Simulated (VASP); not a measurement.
Here is the system:

```
CELL_PARAMETERS angstrom
      2.80071     1.61699     2.29000
     -2.80071     1.61699     2.29000
      0.00000    -3.23398     2.29000
ATOMIC_POSITIONS crystal
  Ba 0.99872 0.99872 0.99872
  Ti 0.50806 0.50806 0.50806
  O  0.48970 0.98492 0.48970
  O  0.48970 0.48970 0.98492
  O  0.98492 0.48970 0.48970
```

The numbers are results of LDA (Ceperley-Alder, Perdew-Zunger) with spin-orbit coupling, VASP's LDA PAW potentials (set 64) (plane waves; VASP), not measurements. Run with 520 eV cut-off, 5×5×5 Γ-centred mesh, Gaussian smearing of 0.050 eV, potentials Ba_sv Ti_sv O.

The path is coarsely sampled, so an indirect gap can come out somewhat too large.

Problem. Estimate the energy per atom (σ→0), band gap (over mesh and band path) with the smallest direct gap where there is one.

Solution. 
```json
{
 "band gap (over mesh and band path)": "2.06 eV",
 "smallest direct gap (over mesh and band path)": "2.27 eV",
 "energy per atom (σ→0)": "-8874 meV/atom"
}
```

Only differences to runs with the same potentials and settings are physical.

The structure comes from a computed database's BaTiO3 entry (R3m); how it stands against other phases isn't given here. It was relaxed first, which changed the volume by -5 %.
